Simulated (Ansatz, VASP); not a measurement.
# KAg: VASP beside Ansatz, part 2 of 2

One calculation is typed for both programs; each brings its own data sets. How far apart do they land? The cell is generated by rule, not measured, and may not be a known phase. The cell is taken from a series of runs on this material, whose earlier steps may have relaxed, scaled, displaced or heated it; both programs get it as it stands.

VASP 6.6.1 and Ansatz 0.2.0.

So far: The starting structure; VASP: zone-centre phonons, PBEsol.

### Step 2. VASP: zone-centre phonons, PBEsol (continued)

Level of this step: PBEsol; plane waves and PAW (K_sv, Ag); invented cell (VASP).

Numbers of over 12 decimals in the logs are rounded to 6 here.

OUTCAR, selected parts (step 2):

```text
ion  position               nearest neighbor table
   1  0.250  0.500  0.720-   3 3.31   3 3.31   4 3.45   4 3.45   4 3.45   4 3.45   2 3.77   2 3.77

  LATTYP: Found a simple orthorhombic cell.
 ALAT       =     4.3140792992
 B/A-ratio  =     1.1299178723
 C/A-ratio  =     1.5162970948

 Subroutine GETGRP returns: Found  8 space group operations
 (whereof  4 operations were pure point group operations)

The static configuration has the point symmetry C_2h.
 The point group associated with its full space group is D_2h.

 Found    100 irreducible k-points:

   k-points           NKPTS =    100   k-points in BZ     NKDIM =    100   number of bands    NBANDS=     26

   dimension x,y,z NGX =    36 NGY =   32 NGZ =   48
   dimension x,y,z NGXF=    72 NGYF=   64 NGZF=   96

   ENCUT  =  500.0 eV  36.75 Ry    6.06 a.u.   8.89  7.87 11.93*2*pi/ulx,y,z

   NELECT =      40.0000    total number of electrons

 k-points in reciprocal lattice and weights: Automatic mesh
   0.00000000  0.00000000  0.00000000       0.003
   0.12500000  0.00000000  0.00000000       0.005
   0.25000000  0.00000000  0.00000000       0.005
   0.37500000  0.00000000  0.00000000       0.005
   0.50000000  0.00000000  0.00000000       0.003
   0.00000000  0.12500000  0.00000000       0.005
   0.12500000  0.12500000  0.00000000       0.010
   0.25000000  0.12500000  0.00000000       0.010
   0.37500000  0.12500000  0.00000000       0.010
[...]
0.37500000  0.50000000  0.50000000       0.005
   0.50000000  0.50000000  0.50000000       0.003

 average (electrostatic) potential at core
       1 -36.2278       2 -36.2278       3 -76.7901       4 -76.7901

  Total        0.0029271      0.0139144      0.0101920      0.0000000      0.0000000      0.0000000
  in kB        0.0340924      0.1620615      0.1187061      0.0000000      0.0000000      0.0000000
  external PRESSURE =       0.1049534 kB  Pullay stress =       0.0000000 kB

  energy-cutoff  :      500.00
  volume of cell :      137.56
      direct lattice vectors                 reciprocal lattice vectors
     4.874555303  0.000000000  0.000000000     0.205146919  0.000000000  0.000000000
     0.000000000  4.314079299  0.000000000     0.000000000  0.231799170  0.000000000
     0.000000000  0.000000000  6.541425908     0.000000000  0.000000000  0.152871868

 POSITION                                       TOTAL-FORCE (eV/Angst)
 -----------------------------------------------------------------------------------
      1.21864      2.15704      4.70778         0.000000     -0.000000     -0.004035
      3.65592      2.15704      1.83365         0.000000      0.000000      0.004035
      1.21864      0.00000      0.67719        -0.000000      0.000000      0.000367
      3.65592      0.00000      5.86424         0.000000      0.000000     -0.000367
 -----------------------------------------------------------------------------------
    total drift:                                0.000000      0.000000      0.000000

 Eigenvectors and eigenvalues of the dynamical matrix
 ----------------------------------------------------

   1 f  =    4.057563 THz    25.494422 2PiTHz  135.345741 cm-1    16.780726 meV
             X         Y         Z           dx          dy          dz
      1.218639  2.157040  4.707778     0.311301   -0.000000    0.000000
      3.655916  2.157040  1.833648    -0.311301   -0.000000    0.000000
      1.218639  0.000000  0.677190     0.634895    0.000000    0.000000
      3.655916  0.000000  5.864236    -0.634895    0.000000    0.000000

   2 f  =    3.668301 THz    23.048614 2PiTHz  122.361346 cm-1    15.170867 meV
             X         Y         Z           dx          dy          dz
      1.218639  2.157040  4.707778     0.000000   -0.000000    0.694384
      3.655916  2.157040  1.833648    -0.000000   -0.000000   -0.694384
      1.218639  0.000000  0.677190     0.000000    0.000000   -0.133532
      3.655916  0.000000  5.864236    -0.000000    0.000000    0.133532

   3 f  =    3.269230 THz    20.541177 2PiTHz  109.049772 cm-1    13.520442 meV
             X         Y         Z           dx          dy          dz
      1.218639  2.157040  4.707778     0.000000    0.606745    0.000000
      3.655916  2.157040  1.833648     0.000000    0.606745   -0.000000
      1.218639  0.000000  0.677190     0.000000   -0.363125   -0.000000
      3.655916  0.000000  5.864236    -0.000000   -0.363125    0.000000

   4 f  =    2.875267 THz    18.065836 2PiTHz   95.908587 cm-1    11.891144 meV
             X         Y         Z           dx          dy          dz
      1.218639  2.157040  4.707778    -0.634895    0.000000    0.000000
      3.655916  2.157040  1.833648     0.634895   -0.000000    0.000000
      1.218639  0.000000  0.677190     0.311301    0.000000   -0.000000
      3.655916  0.000000  5.864236    -0.311301   -0.000000   -0.000000

   5 f  =    2.755170 THz    17.311242 2PiTHz   91.902572 cm-1    11.394462 meV
             X         Y         Z           dx          dy          dz
      1.218639  2.157040  4.707778     0.000000    0.000000    0.606212
      3.655916  2.157040  1.833648     0.000000   -0.000000    0.606212
      1.218639  0.000000  0.677190    -0.000000    0.000000   -0.364015
      3.655916  0.000000  5.864236    -0.000000   -0.000000   -0.364015

   6 f  =    2.731566 THz    17.162938 2PiTHz   91.115246 cm-1    11.296846 meV
             X         Y         Z           dx          dy          dz
      1.218639  2.157040  4.707778    -0.606713   -0.000000    0.000000
      3.655916  2.157040  1.833648    -0.606713    0.000000    0.000000
      1.218639  0.000000  0.677190     0.363180    0.000000   -0.000000
      3.655916  0.000000  5.864236     0.363180   -0.000000   -0.000000

   7 f  =    2.582411 THz    16.225767 2PiTHz   86.139960 cm-1    10.679989 meV
             X         Y         Z           dx          dy          dz
      1.218639  2.157040  4.707778    -0.000000    0.683601   -0.000000
      3.655916  2.157040  1.833648    -0.000000   -0.683601   -0.000000
      1.218639  0.000000  0.677190     0.000000    0.180803   -0.000000
      3.655916  0.000000  5.864236     0.000000   -0.180803    0.000000

   8 f  =    2.286997 THz    14.369629 2PiTHz   76.286025 cm-1     9.458257 meV
             X         Y         Z           dx          dy          dz
      1.218639  2.157040  4.707778     0.000000    0.000000    0.133532
      3.655916  2.157040  1.833648     0.000000   -0.000000   -0.133532
      1.218639  0.000000  0.677190     0.000000   -0.000000    0.694384
      3.655916  0.000000  5.864236    -0.000000    0.000000   -0.694384

   9 f  =    1.797001 THz    11.290891 2PiTHz   59.941505 cm-1     7.431796 meV
             X         Y         Z           dx          dy          dz
      1.218639  2.157040  4.707778    -0.000000    0.180803   -0.000000
      3.655916  2.157040  1.833648    -0.000000   -0.180803    0.000000
      1.218639  0.000000  0.677190     0.000000   -0.683601   -0.000000
      3.655916  0.000000  5.864236    -0.000000    0.683601    0.000000

  10 f/i=    0.003185 THz     0.020011 2PiTHz    0.106236 cm-1     0.013172 meV
             X         Y         Z           dx          dy          dz
      1.218639  2.157040  4.707778    -0.000000   -0.000000   -0.364015
      3.655916  2.157040  1.833648    -0.000000   -0.000000   -0.364015
      1.218639  0.000000  0.677190    -0.000000   -0.000000   -0.606212
      3.655916  0.000000  5.864236    -0.000000   -0.000000   -0.606212

  11 f/i=    0.006916 THz     0.043455 2PiTHz    0.230693 cm-1     0.028602 meV
             X         Y         Z           dx          dy          dz
      1.218639  2.157040  4.707778     0.363180    0.000000   -0.000000
      3.655916  2.157040  1.833648     0.363180    0.000000   -0.000000
      1.218639  0.000000  0.677190     0.606713    0.000000   -0.000000
      3.655916  0.000000  5.864236     0.606713    0.000000   -0.000000

  12 f/i=    0.008572 THz     0.053861 2PiTHz    0.285941 cm-1     0.035452 meV
             X         Y         Z           dx          dy          dz
      1.218639  2.157040  4.707778     0.000000   -0.363125    0.000000
      3.655916  2.157040  1.833648     0.000000   -0.363125    0.000000
      1.218639  0.000000  0.677190     0.000000   -0.606745    0.000000
      3.655916  0.000000  5.864236     0.000000   -0.606745    0.000000

 ELASTIC MODULI CONTR FROM IONIC RELAXATION (kBar)
 Direction    XX          YY          ZZ          XY          YZ          ZX
 --------------------------------------------------------------------------------
 XX         -54.0002    -38.0486    -76.8138      0.0000      0.0000      0.0000
 YY         -38.0486    -78.3529    -92.4869      0.0000     -0.0000      0.0000
 ZZ         -76.8138    -92.4869   -137.8195      0.0000     -0.0000      0.0000
 XY           0.0000      0.0000      0.0000      0.0000      0.0000      0.0000
 YZ           0.0000     -0.0000     -0.0000      0.0000   -172.9781      0.0000
 ZX           0.0000      0.0000      0.0000      0.0000      0.0000    -28.5286
 --------------------------------------------------------------------------------
```

Energies printed during the response cycles are not total energies of the cell.

### Step 3. Ansatz: zone-centre phonons, PBEsol

Ansatz runs on its default PAW (the set named soft_2) files.

The same cell, functional, mesh and smearing now go to Ansatz, which takes its cutoff from its data sets.

File input.yaml:

```yaml
crystal:
  lattice:
    - [4.8745553025, 0.0, 0.0]
    - [0.0, 4.3140792992, 0.0]
    - [0.0, 0.0, 6.5414259083]
  atoms:
    - { symbol: K, position: [0.25, 0.5, 0.7196867674] }
    - { symbol: K, position: [0.75, 0.5, 0.2803132326] }
    - { symbol: Ag, position: [0.25, 0.0, 0.1035232549] }
    - { symbol: Ag, position: [0.75, 0.0, 0.8964767451] }
kpoints:
  mp_grid: { grid: [8, 8, 6] }
hamiltonian:
  xc: pbesol
scf:
  occupations: { method: methfessel_paxton, width: 0.15 }
output:
  eigenvalues: true
phonons:
  method: dfpt
```

The run is started by

```
$ ansatz run input.yaml --threads 4 --pin off --max-ram 7168MiB --backend cpu --events-out ev --progress --plain --runs-dir out
```

What it wrote:

```text
zone centre: on kpoints.mp_grid the ground state, and the responses unless they are solved on pairs of k-points, stand on 100 of the mesh's 384 k-points, reduced under 4 symmetry operations, with k and −k counted as one. Each operation leaves every solved displacement unchanged or reverses it
Engine: ansatz 0.2.0, aarch64-unknown-linux-gnu
Pseudopotentials: kind: paw
Pseudopotential: K, paw, valence charge 9, recommended cutoff 420 eV (normal), K.paw.azcp
Pseudopotential: Ag, paw, valence charge 19, recommended cutoff 420 eV (normal), Ag.paw.azcp
Functional definition: PBEsol
  exchange = pbesol_x
  correlation = pbesol_c
Crystal: 4 atoms, lattice volume = 137.561 Å³
Basis set: ecut = 420 eV, 2691 PW (Γ), exchange–correlation on 72×60×90 points (8 copies of the dense FFT grid, shifted against one another)
Bands: 34, of which v1, the nominal top of the filled ones, is band 28 counted from 1 (27 counted from 0)
Symmetry: 8 space group operations
k-points: 100 of 384 (irreducible under 4 space group operations, time reversal used)
Non-local potential: K, projectors of the file, l = 0: 3, l = 1: 2, l = 2: 2
Non-local potential: Ag, projectors of the file, l = 0: 3, l = 1: 2, l = 2: 2, l = 3: 1
PAW form: soft (Blöchl's): semilocal exchange-correlation on the pseudo side does not see the compensation charge
PAW frozen core: K, regenerated for the run's functional, and the local potential with it (the file was generated under x = pbe(κ = 0.804, μ = 0.219515), c = pbe(β = 0.066725))
PAW frozen core: Ag, regenerated for the run's functional, and the local potential with it (the file was generated under x = pbe(κ = 0.804, μ = 0.219515), c = pbe(β = 0.066725))
PAW one-centre angular grid: K, 110 points (default); XC on 64 Gauss nodes
PAW one-centre angular grid: Ag, 590 points (default); XC on 64 Gauss nodes
Initial density: superposition of atomic densities (neutral atoms: chi_scale 0, normalization atom), corrected by the library's trained network
Initial wavefunctions: pseudopotential atomic-orbital guess
Functional: x = pbesol(κ = 0.804, μ = 0.123457), c = pbesol(β = 0.046)
SCF iter   1: F=—  HF=-18075.826364 eV  |F-HF|=—  |Δ(HF+E_count)|=         —  Δρ=3.63e-3  dr2=2.14e-2  ethr=1.77e-3  ⟨swp⟩=6.8  Hψ=13324  notcnv=0
preconditioner: auto → LDOS  [metal: Δε(μ)=0.014 eV  Ē_g=9.988 eV  σ=0.150 eV  W_gap=0.08  n_scr=32 (ndim 8)  ℏωp=19.0 eV  f_vac=0.145  D(μ)=1.13/eV (n_scr^D=2)  β→1.0]
SCF iter   2: F=—  HF=-18075.837296 eV  |F-HF|=—  |Δ(HF+E_count)|=   1.09e-2  S|Δr|=    0.00e0  Δρ=6.30e-3  dr2=5.43e-2  ethr=3.81e-5  ⟨swp⟩=2.0  Hψ=7008  notcnv=0  defer=1
SCF iter   3: F=—  HF=-18075.822898 eV  |F-HF|=—  |Δ(HF+E_count)|=   1.44e-2  S|Δr|=    0.00e0  Δρ=8.42e-4  dr2=8.60e-4  ethr=3.81e-5  ⟨swp⟩=2.0  Hψ=6070  notcnv=0  defer=1
SCF iter   4: F=—  HF=-18075.822689 eV  |F-HF|=—  |Δ(HF+E_count)|=   2.09e-4  S|Δr|=    0.00e0  Δρ=1.39e-4  dr2=4.79e-5  ethr=1.53e-6  ⟨swp⟩=3.0  Hψ=7551  notcnv=0  defer=1
SCF iter   5: F=—  HF=-18075.822684 eV  |F-HF|=—  |Δ(HF+E_count)|=   5.34e-6  S|Δr|=    0.00e0  Δρ=4.09e-5  dr2=2.95e-6  ethr=8.56e-8  ⟨swp⟩=2.0  Hψ=4470  notcnv=0  defer=1
SCF iter   6: F=—  HF=-18075.822680 eV  |F-HF|=—  |Δ(HF+E_count)|=   3.77e-6  S|Δr|=    0.00e0  Δρ=1.12e-5  dr2=2.51e-7  ethr=5.26e-9  ⟨swp⟩=2.0  Hψ=5070  notcnv=0  defer=1
SCF iter   7: F=—  HF=-18075.822680 eV  |F-HF|=—  |Δ(HF+E_count)|=   1.17e-7  S|Δr|=    0.00e0  Δρ=4.35e-6  dr2=3.60e-8  ethr=4.48e-10  ⟨swp⟩=2.0  Hψ=5079  notcnv=0  defer=1
SCF iter   8: F=—  HF=-18075.822680 eV  |F-HF|=—  |Δ(HF+E_count)|=   1.35e-9  S|Δr|=    0.00e0  Δρ=1.03e-6  dr2=2.57e-9  ethr=6.43e-11  ⟨swp⟩=2.0  Hψ=5070  notcnv=0  defer=1
SCF iter   9: F=—  HF=-18075.822680 eV  |F-HF|=—  |Δ(HF+E_count)|=  5.60e-10  S|Δr|=    0.00e0  Δρ=2.45e-7  dr2=9.55e-11  ethr=4.59e-12  ⟨swp⟩=2.1  Hψ=5096  notcnv=0  defer=1
SCF iter  10: F=-18075.822680 eV  HF=-18075.822680 eV  |F-HF|=3.64e-12  |Δ(HF+E_count)|=  3.64e-12  S|Δr|=    0.00e0  Δρ=3.64e-8  dr2=1.33e-12  ethr=1.00e-12  ⟨swp⟩=9.8  Hψ=17037  notcnv=0
SCF 1 converged in 10 iterations: F = -18075.822680 eV  dr2 = 1.33e-12
  greatest PAW one-centre occupation: 1.001 electrons in one spin orbital (limit 2), on the Ag atom at site 3 (counted from 0), in its partial waves of l = 0
DFPT response loops at Γ: preconditioner auto → Kerker (q_TF=auto, 2.349 Å⁻¹) (partly filled bands, converged f_vac=0.143); β = 1.00, the filter's whole step (`scf.mixing.beta` (0.50) is not read by the response loops under this deck's `scf.mixing.preconditioner`; to damp them name `kerker` or `kerker_dos`, under which they read `scf.mixing.beta`, and type it under 1.00, their step now; both keys bind the ground state too); Broyden in place of MSR1
SCF converged after 10 iterations
Stability not checked: this state was not tested for a lower state beside it, because cold or Methfessel-Paxton smearing, or corrected tetrahedra, fill the levels in a way that the test cannot read (fill_not_monotonic; see scf.lower_state_search)
Free energy (F): -18075.822680 eV
Harris-Foulkes:  -18075.822680 eV  (|F-HF|=3.64e-12)
Internal energy: -18075.822976 eV  (E = F + TS)
E sigma→0 (E₀):  -18075.822754 eV
Entropy (-TS):   0.000295 eV (0.074 meV/atom)
Fermi energy:    6.170634 eV
--- Per-component energies (eV) ---
  E_band       = -1070.297364
  E_kinetic    = 1563.956243
  E_local      = -9259.324779  (includes V_loc(G=0)·N_el)
  E_nonlocal   = 192.943820
  E_hartree    = 4055.263524
  E_xc         = -631.789897
  E_vxc        = -792.611200  (∫ρ·V_xc dr)
  E_paw        = -9194.831786  (= ΣΔE_a)
  E_vpaw       = -885.789092  (= ΣTr[D̂ρ^β])
  E_aug_tail   = 0.000570  (compensation charges beyond the density's cutoff)
  E_ewald      = -4802.901920
  E_core_change = 0.861248  (= ΣΔE_core)
  E_smearing   = 0.000295  (= −TS)
  E_closure    = -0.000000  (closes the sum)
  Σ components = -18075.822680   (vs F -18075.822680, Δ=0.00e0)
--- Band table (eV; the first three rows and the last of 100) ---
  k-point 0: bands = [... 24 lower, 2.4656, 2.5164, 2.6166, 5.8047, 7.0972, 8.5235, 9.5868, 9.8491, ... 2 higher]
  k-point 1: bands = [... 24 lower, 2.4629, 2.5677, 2.6163, 5.3477, 7.5618, 8.5384, 9.7039, 9.9173, ... 2 higher]
  k-point 2: bands = [... 24 lower, 2.4574, 2.6156, 2.7155, 4.7031, 8.2735, 8.5686, 9.7516, 9.9157, ... 2 higher]
  k-point 99: bands = [... 24 lower, 2.8129, 2.8129, 5.0354, 5.0354, 7.6401, 7.6401, 7.6652, 7.6652, ... 2 higher]
--- Phonons (Γ-DFPT): 6 representative perturbations + reference, on 100 of 384 k-points (Σ response iterations 19) ---
  k mesh reduced under 4 symmetry operations, with k and −k counted as one. Each operation leaves every solved displacement unchanged or reverses it
  ASR residual: 3.882e-5 → 0.000e0 eV/Å²; symmetrization residual: 8.463e-6 eV/Å²
  ASR residual per site (eV/Å²): 3.88e-5 3.88e-5 2.10e-5 2.10e-5
  Γ frequencies (cm⁻¹): 0.00 0.00 0.00 59.97 76.50 85.46 90.55 91.09 95.78 108.54 121.64 135.18
  non-analytic LO–TO correction: not included (Born effective charges unavailable; polar crystals: no LO–TO splitting at Γ)
```

Reading the cycles: dr2 is the Hartree energy of the density residual (eV), the measure of convergence; HF is the Harris–Foulkes estimate of the energy, which meets the free energy F at convergence.

### Step 4. Comparison

Known differences besides the potentials themselves: the data sets hold 56 valence electrons in Ansatz (on its default PAW (the set named soft_2) files) and 40 in VASP; the cutoff is 420 eV in Ansatz and 500 eV in VASP; Ansatz makes its cores anew for this functional, VASP keeps those of its PBE data sets. Total energies have different zeros and are not compared.

Compared:

| quantity | Ansatz | VASP | difference |
| --- | --- | --- | --- |
| optical mode 1 (cm⁻¹) | 60.0 | 59.9 | +0.05 % |
| optical mode 2 (cm⁻¹) | 76.5 | 76.3 | +0.28 % |
| optical mode 3 (cm⁻¹) | 85.5 | 86.1 | -0.79 % |
| optical mode 4 (cm⁻¹) | 90.5 | 91.1 | -0.62 % |
| optical mode 5 (cm⁻¹) | 91.1 | 91.9 | -0.88 % |
| optical mode 6 (cm⁻¹) | 95.8 | 95.9 | -0.13 % |
| optical mode 7 (cm⁻¹) | 108.5 | 109.0 | -0.47 % |
| optical mode 8 (cm⁻¹) | 121.6 | 122.4 | -0.59 % |
| optical mode 9 (cm⁻¹) | 135.2 | 135.3 | -0.12 % |

Modes are paired by rising frequency, not by their patterns, so a pair may set unlike modes beside each other; they are those without the splitting of longitudinal modes.

### Step 5. What came out

- r.m.s. difference of the optical zone-centre modes, each program's sorted by frequency (zone-centre phonons, PBEsol): 0.51 cm⁻¹
- difference in optical mode 5 (zone-centre phonons, PBEsol): -0.9 %

In words: The r.m.s. difference of the optical zone-centre modes, each program's sorted by frequency is 0.51 cm⁻¹ (zone-centre phonons, PBEsol). The data sets hold unlike numbers of valence electrons (56 in Ansatz and 40 in VASP), so part of the differences comes from the potentials. Among the rows given in per cent, the largest difference of the zone-centre phonons, PBEsol pair is in optical mode 5, -0.9 %. Such differences can come from data sets, numerical settings and the points named under the comparisons, not from the functional's error against experiment.

[Lines on the potential files, build, host, timing and source positions are cut from VASP's logs without a mark.]

[Logs are printed without paths, hosts, clocks, repeated set-up lines and the standing remarks that a program may print on its own settings, such as how far it seeks lower states.]

[Hosts, paths, dates, database ids (printed as entryN), source tags and the programs' standing remarks are cut or masked in the printed files.]
